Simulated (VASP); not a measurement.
```yaml
crystal:
  lattice:
    - [0.00000, 2.35958, 2.35958]
    - [2.35958, 0.00000, 2.35958]
    - [2.35958, 2.35958, 0.00000]
  atoms:
    - { symbol: Ce, position: [0.00000, 0.00000, 0.00000] }
```

Computed with PBE GGA, VASP's PBE PAW potentials (set 64) (plane waves; VASP). Settings: 300 eV cut-off, 12×12×12 Γ-centred mesh, Fermi-Dirac smearing of 0.050 eV, potentials Ce.

Problem. Give the energies of bands 5 to 9 at the high-symmetry points, in eV from the Fermi level.

Solution. 
```json
[
 {"band": "5", "Γ": "-2.90", "X": "-2.93", "U": "-2.13", "L": "-2.12", "W": "-1.23"},
 {"band": "6", "Γ": "-0.24", "X": "-2.27", "U": "-0.45", "L": "-0.14", "W": "0.02"},
 {"band": "7", "Γ": "0.36", "X": "0.51", "U": "0.47", "L": "0.45", "W": "0.02"},
 {"band": "8", "Γ": "0.36", "X": "0.61", "U": "0.55", "L": "0.45", "W": "0.20"},
 {"band": "9", "Γ": "0.36", "X": "0.61", "U": "0.55", "L": "0.73", "W": "0.67"}
]
```

It has no gap at this level: it comes out as a metal or semimetal.

The structure comes from a computed database's Ce entry; how it stands against other phases isn't given here. The cell was not relaxed at this level. The run is not spin-polarised, so no magnetic state was tried.
